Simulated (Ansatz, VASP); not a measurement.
## Two plane-wave programs on VCO3

```
V C O
1.0
     2.29803    3.98030    0.00000
    -2.29803    3.98030    0.00000
    -2.29803    1.32677    5.07388
V C O
2 2 6
Direct
  0.00000 0.00000 0.00000
  0.50000 0.00000 0.50000
  0.25000 0.50000 0.75000
  0.75000 0.50000 0.25000
  0.51000 0.24000 0.75000
  0.25000 0.76000 0.75000
  0.99000 0.50000 0.75000
  0.49000 0.76000 0.25000
  0.75000 0.24000 0.25000
  0.01000 0.50000 0.25000
```

The cell was built by a generator and needn't be a form met in nature.

Alike in both runs: task single point; functional r2SCAN; k mesh 7 × 7 × 7; no spin polarisation.

|  | VASP | Ansatz |
| --- | --- | --- |
| version | VASP 6.6.1 | Ansatz 0.2.0 |
| potentials or method | VASP PAW PBE potentials, release 64 (V_sv, C, O) | PAW plane waves |
| plane-wave cutoff (eV) | 520 | 500 |
| occupations | fermi-dirac, width 0.1 eV | fermi-dirac |
| valence electrons in the cell | 70 | 70 |

|  | VASP | Ansatz | Ansatz less VASP |
| --- | --- | --- | --- |
| rms of the force components (eV/Å) | 4.061 | 3.787 | -0.2736 |

Atom by atom the forces differ by 0.274 eV/Å (rms over components). Ansatz warned: «structure_snapped_to_symmetry».

Caveats: the standard files for N, O and F lose accuracy on very short bonds; the PAW data sets were made with another functional, which shifts forces and pressure a little (VASP); the run has no spin polarisation, though such a crystal can be magnetic.
